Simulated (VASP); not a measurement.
A run of VASP 6.6.1 is set up as follows.

The input INCAR:

```
SYSTEM = AlH3S
PREC     = Accurate       ! precision mode
ENCUT    = 520            ! plane-wave cutoff, eV
EDIFF    = 1E-6           ! SCF threshold, eV
ISMEAR   = 0              ! smearing method
SIGMA    = 0.01           ! smearing width, eV
LREAL    = .FALSE.        ! projectors in reciprocal space
LASPH    = .TRUE.         ! aspherical terms in the spheres
NELM     = 80             ! most SCF steps
ALGO     = Normal         ! electronic algorithm
ISIF     = 2              ! what is computed and relaxed
LWAVE    = .FALSE.        ! write WAVECAR
LCHARG   = .FALSE.        ! write CHGCAR
GGA      = PE             ! functional
IBRION   = 2              ! ionic algorithm
NSW      = 40             ! ionic steps
EDIFFG   = -0.005         ! ionic threshold
```

KPOINTS

```
Automatic mesh
0
G
  1 1 1
  0 0 0
```

The input POSCAR:

```
AlH3S
1.0
   13.0000000000      0.0000000000      0.0000000000
    0.0000000000     11.0000000000      0.0000000000
    0.0000000000      0.0000000000     12.0000000000
Al S H
1 1 3
Direct
    0.4535660000      0.4943880000      0.5058240000
    0.5880590000      0.4693380000      0.6129010000
    0.3504090000      0.4411350000      0.5530460000
    0.4692270000      0.5619230000      0.3914580000
    0.6544670000      0.5258270000      0.5428050000
```

Potentials or basis: VASP PAW PBE potentials, release 64 (Al, S, H).

Launch:

```bash
$ cat potpaw_PBE.64/Al/POTCAR potpaw_PBE.64/S/POTCAR potpaw_PBE.64/H/POTCAR > POTCAR
$ mpirun -np 1 vasp_gam > vasp.out
```

Q: Predict the gap between the frontier levels.

A: 4.49 eV.

Q: What does it give for the energy gained by relaxing?

A: 1.2 meV/atom.

Final structure:
```yaml
crystal:
  lattice:
    - [13.00000, 0.00000, 0.00000]
    - [0.00000, 11.00000, 0.00000]
    - [0.00000, 0.00000, 12.00000]
  atoms:
    - { symbol: Al, position: [0.45483, 0.49425, 0.50641] }
    - { symbol: S, position: [0.58942, 0.46906, 0.61412] }
    - { symbol: H, position: [0.34952, 0.44138, 0.55221] }
    - { symbol: H, position: [0.46811, 0.56223, 0.39065] }
    - { symbol: H, position: [0.65384, 0.52569, 0.54265] }
```
